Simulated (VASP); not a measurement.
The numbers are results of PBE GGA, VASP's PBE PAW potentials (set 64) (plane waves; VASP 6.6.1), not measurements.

The input files of a VASP run:

INCAR:
```
! general
SYSTEM  = CoSn
PREC    = Accurate
ENCUT   = 400   ! plane-wave cut-off (eV)
LREAL   = .FALSE.
LASPH   = .TRUE.   ! aspherical one-centre terms
ICHARG  = 11   ! fixed density

! electronic loop
EDIFF   = 1E-7
NELM    = 100   ! most electronic steps
ALGO    = Normal   ! blocked Davidson
LMAXMIX = 4

! smearing
ISMEAR  = 0   ! Gaussian
SIGMA   = 0.05

! functional
GGA     = PE   ! PBE

! output
LWAVE   = .FALSE.
LCHARG  = .FALSE.
LORBIT  = 11   ! lm-projected
```

### KPOINTS
```
k-points along high-symmetry lines
10
Line-mode
Reciprocal
  0.000000   0.000000   0.000000 ! GAMMA
  0.000000   0.500000   0.000000 ! M

  0.000000   0.500000   0.000000 ! M
 -0.333333   0.666667   0.000000 ! K

 -0.333333   0.666667   0.000000 ! K
  0.000000   0.000000   0.000000 ! GAMMA

  0.000000   0.000000   0.000000 ! GAMMA
  0.000000   0.000000   0.500000 ! A

  0.000000   0.000000   0.500000 ! A
  0.000000   0.500000   0.500000 ! L

  0.000000   0.500000   0.500000 ! L
 -0.333333   0.666667   0.500000 ! H

 -0.333333   0.666667   0.500000 ! H
  0.000000   0.000000   0.500000 ! A

  0.000000   0.500000   0.500000 ! L
  0.000000   0.500000   0.000000 ! M

 -0.333333   0.666667   0.500000 ! H
 -0.333333   0.666667   0.000000 ! K
```

**POSCAR**
```
CoSn
1
    2.6474486501    -4.5855154650     0.0000000000
    2.6474486501     4.5855154650    -0.0000000000
    0.0000000000    -0.0000000000     4.2239677876
Co Sn
3 3
Direct
  0.5000000000   0.0000000000   1.0000000000
  0.5000000000   0.5000000000   0.0000000000
  0.0000000000   0.5000000000   0.0000000000
  0.0000000000   0.0000000000   0.0000000000
  0.3333330000   0.6666670000   0.5000000000
  0.6666670000   0.3333330000   0.5000000000
```

POTCAR, in this order: Co Sn_d (PBE.64 set). Program: vasp_std. Read from the step before: CHGCAR.

What VASP printed:

### OUTCAR
```
 ion  position               nearest neighbor table
   1  0.500  0.000  0.000-   5 2.61   6 2.61   5 2.61   6 2.61   2 2.65   4 2.65   2 2.65   4 2.65
                             3 2.65   3 2.65
   2  0.500  0.500  0.000-   5 2.61   6 2.61   5 2.61   6 2.61   1 2.65   3 2.65   1 2.65   3 2.65
                             4 2.65   4 2.65
   3  0.000  0.500  0.000-   5 2.61   6 2.61   5 2.61   6 2.61   2 2.65   4 2.65   4 2.65   2 2.65
                             1 2.65   1 2.65
   4  0.000  0.000  0.000-   1 2.65   3 2.65   3 2.65   1 2.65   2 2.65   2 2.65   6 3.72   5 3.72
                             6 3.72   5 3.72   5 3.72   5 3.72   6 3.72   6 3.72   6 3.72   5 3.72
   5  0.333  0.667  0.500-   1 2.61   3 2.61   1 2.61   3 2.61   2 2.61   2 2.61   6 3.06   6 3.06
                             6 3.06   4 3.72   4 3.72   4 3.72   4 3.72   4 3.72   4 3.72
   6  0.667  0.333  0.500-   1 2.61   3 2.61   1 2.61   3 2.61   2 2.61   2 2.61   5 3.06   5 3.06
                             5 3.06   4 3.72   4 3.72   4 3.72   4 3.72   4 3.72   4 3.72
  LATTYP: Found a hexagonal cell.
 ALAT       =     5.2948972072
 C/A-ratio  =     0.7977431142
 Subroutine PRICEL returns:
 Original cell was already a primitive cell.
 Subroutine GETGRP returns: Found 24 space group operations
The static configuration has the point symmetry D_6h.
The dynamic configuration has the point symmetry D_6h.
 Subroutine INISYM returns: Found 24 space group operations
   k-points           NKPTS =     90   k-points in BZ     NKDIM =     90   number of bands    NBANDS=     41
   number of dos      NEDOS =    301   number of ions     NIONS =      6
   total plane-waves  NPLWV =  36288
   dimension x,y,z NGX =    36 NGY =   36 NGZ =   28
   dimension x,y,z NGXF=    72 NGYF=   72 NGZF=   56
   ions per type =               3   3
   PREC   = accura    normal or accurate (medium, high low for compatibility)
   ISTART =      0    job   : 0-new  1-cont  2-samecut
   ICHARG =     11    charge: 1-file 2-atom 10-const
   ISPIN  =      1    spin polarized calculation?
   LNONCOLLINEAR =      F non collinear calculations
   LSORBIT =      F    spin-orbit coupling
   INIWAV =      1    electr: 0-lowe 1-rand  2-diag
   ENCUT  =  400.0 eV  29.40 Ry    5.42 a.u.   8.63  8.63  6.89*2*pi/ulx,y,z
   NELM   =    100;   NELMIN=  2; NELMDL= -5     # of ELM steps
   EDIFF  = 0.1E-06   stopping-criterion for ELM
   LREAL  =      F    real-space projection
   NLSPLINE    = F    spline interpolate recip. space projectors
...
```

File OSZICAR:
```
       N       E                     dE             d eps       ncg     rms          rms(c)
DAV:   1     0.627983320637E+03    0.62798E+03   -0.27528E+04  7477   0.230E+03
DAV:   2     0.591152285566E+02   -0.56887E+03   -0.55700E+03  7380   0.585E+02
DAV:   3    -0.290498072634E+02   -0.88165E+02   -0.86214E+02  7883   0.214E+02
DAV:   4    -0.331396718834E+02   -0.40899E+01   -0.40625E+01  8414   0.515E+01
DAV:   5    -0.332738264189E+02   -0.13415E+00   -0.13405E+00 10405   0.847E+00
DAV:   6    -0.332777912779E+02   -0.39649E-02   -0.39645E-02 10737   0.125E+00
DAV:   7    -0.332779018610E+02   -0.11058E-03   -0.11058E-03 10814   0.208E-01
DAV:   8    -0.332779052983E+02   -0.34373E-05   -0.34383E-05 10744   0.351E-02
DAV:   9    -0.332779054001E+02   -0.10177E-06   -0.10073E-06  9299   0.688E-03
DAV:  10    -0.332779054031E+02   -0.30632E-08   -0.36006E-08  5495   0.155E-03
   1 F= -.33277905E+02 E0= -.33272997E+02  d E =-.981726E-02
```

OUTCAR:
```
 val. band max:        9.6637961536   @ k =   0.0000   0.5000   0.3889

 cond. band min:       9.6839118161   @ k =   0.0000   0.0556   0.5000



 k-point     1 :       0.0000    0.0000    0.0000
  band No.  band energies     occupation
      1     -11.7341      2.00000
      2     -11.6214      2.00000
      3     -11.6214      2.00000
      4     -11.5867      2.00000
      5     -11.5867      2.00000
      6     -11.4875      2.00000
      7     -11.4779      2.00000
      8     -11.4779      2.00000
      9     -11.4705      2.00000
     10     -11.4705      2.00000
     11     -11.4470      2.00000
     12     -11.4470      2.00000
     13     -11.3923      2.00000
     14     -11.3923      2.00000
     15     -11.3359      2.00000
     16      -1.5010      2.00000
     17       3.0711      2.00000
     18       4.5714      2.00000
     19       5.7788      2.00000
     20       5.7789      2.00000
     21       6.4770      2.00000
     22       6.8721      2.00000
     23       7.2190      2.00000
     24       7.2190      2.00000
     25       7.3089      2.00000
     26       7.8439      2.00000
     27       7.8439      2.00000
     28       8.2431      2.00000
     29       8.2432      2.00000
     30       9.3443      2.00000
     31       9.3520      2.00000
     32       9.3521      2.00000
     33       9.3875      2.00000
     34       9.3876      2.00000
     35      10.2852      0.00000
     36      10.3713      0.00000
     37      11.1382      0.00000
     38      11.1382      0.00000
     39      12.7153      0.00000
     40      13.3718      0.00000
     41      14.9083      0.00000

 k-point     2 :       0.0000    0.0556    0.0000
  band No.  band energies     occupation
      1     -11.7339      2.00000
      2     -11.6217      2.00000
      3     -11.6214      2.00000
      4     -11.5894      2.00000
      5     -11.5881      2.00000
      6     -11.4933      2.00000
      7     -11.4777      2.00000
      8     -11.4770      2.00000
...
```

The density is held fixed in this step, so its total energy and stress have no physical meaning. Unless said otherwise, spin-orbit coupling is left out, though it shifts the bands of the heavy elements here.

The compound is CoSn in the sg191 structure. It was relaxed first. The run is not spin-polarised, so no magnetic state was tried. The electron count is odd and the run is not spin-polarised, which forces a metal.
